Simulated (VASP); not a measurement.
**Sb3I2 in VASP: the effect of target pressure**

Sb3I2:

```
Sb I
1.0
     5.87349    0.00000    0.00000
     0.00000    5.87349    0.00000
     0.00000    0.00000    5.87349
Sb I
3 2
Cartesian
  2.9367 0.0000 0.0000
  0.0000 2.9367 0.0000
  0.0000 0.0000 2.9367
  0.0000 0.0000 0.0000
  2.9367 2.9367 2.9367
```

The cell was built by a generator and needn't be a form met in nature.

Alike in all runs:

- Program: VASP 6.6.1
- Task: relaxation of cell and atoms
- Functional: PBE
- Potentials or basis: VASP PAW PBE potentials, release 64 (Sb, I)
- Cutoff: 600 eV
- k mesh: 4 × 4 × 4
- Occupations: fermi-dirac, width 0.05 eV
- Spin: no spin polarisation

Each run relaxes the cell or the atoms first.

```csv
target pressure,target pressure,relaxed volume (Å³/atom)
0 GPa,-,41.17
2 GPa,2 GPa,?
5 GPa,5 GPa,35.59
10 GPa,10 GPa,32.61
20 GPa,20 GPa,29.06
30 GPa,30 GPa,26.85
```

Task: What does the run with target pressure 2 GPa give?

Result: Relaxed volume 38.41 Å³/atom.

Worked out: In Murnaghan's law V^(-B') rises as a straight line in P. The other rows fit best with B' = 4.2, V0 = 41.19 Å³/atom and B0 = 25 GPa, which gives 38.45 Å³/atom at 2 GPa, against the run's 38.41.

Caveats: the cell is relaxed towards a set pressure, so the enthalpy falls and the energy may rise (some runs); an odd number of electrons without spin polarisation forces a metal (some runs); a magnetic or distorted state may lie lower (some runs); the volume moved by over 15 % at a fixed basis, so the end points are rough (some runs).
